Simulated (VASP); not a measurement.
Set up this calculation in VASP 6.6.1, as the native input.

```yaml
Task: atomic charges
Functional: PBE
Dispersion: TS
Potentials_or_basis: VASP PAW PBE potentials, release 64 (Ge_d, Se)
Cutoff: 520 eV
k_mesh: 1 × 1 × 1
Occupations: gaussian, width 0.01 eV
Spin: no spin polarisation
Further_INCAR_settings: ALGO = Normal; EDIFF = 1e-06
```

The structure of GeSe (Germanium monoselenide) lies in POSCAR:

```
GeSe
1.0
    9.0000000000      0.0000000000      0.0000000000
    0.0000000000      9.0000000000      0.0000000000
    0.0000000000      0.0000000000     12.0000000000
Ge Se
1 1
Direct
    0.5014444400      0.5023333300      0.4138904600
    0.5014444400      0.5023333300      0.5917762100
```

One way to write it, as run:

INCAR

```
SYSTEM = GeSe
ALGO     = Normal         ! electronic algorithm
EDIFF    = 1E-6           ! SCF threshold, eV
ENCUT    = 520            ! plane-wave cutoff, eV
GGA      = PE             ! functional
ISIF     = 2              ! what is computed and relaxed
ISMEAR   = 0              ! smearing method
IVDW     = 2              ! dispersion correction
LASPH    = .TRUE.         ! aspherical terms in the spheres
LCHARG   = .FALSE.        ! write CHGCAR
LORBIT   = 11             ! projections on sites
LREAL    = .FALSE.        ! projectors in reciprocal space
LWAVE    = .FALSE.        ! write WAVECAR
NELM     = 80             ! most SCF steps
PREC     = Accurate       ! precision mode
SIGMA    = 0.01           ! smearing width, eV
```

KPOINTS

```
k-points
0
G
  1 1 1
  0 0 0
```

Potentials or basis: VASP PAW PBE potentials, release 64 (Ge_d, Se).

Run with:

```console
$ cat potpaw_PBE.64/Ge_d/POTCAR potpaw_PBE.64/Se/POTCAR > POTCAR
$ mpirun -np 1 vasp_gam > vasp.out
```

Results of the run:

The largest force is 0.546 eV/Å. The gap between the frontier levels is 3.44 eV, the valence electrons inside the program's atomic spheres are Ge 12.24; Se 3.84 and the hirshfeld charges are Ge +0.18; Se -0.18 e. The dispersion energy per atom is -0.001 eV.

Run time: 49 s on 1 thread of Intel(R) Xeon(R) Platinum 8488C (Sapphire Rapids) (shared host), peak memory 0.76 GiB.
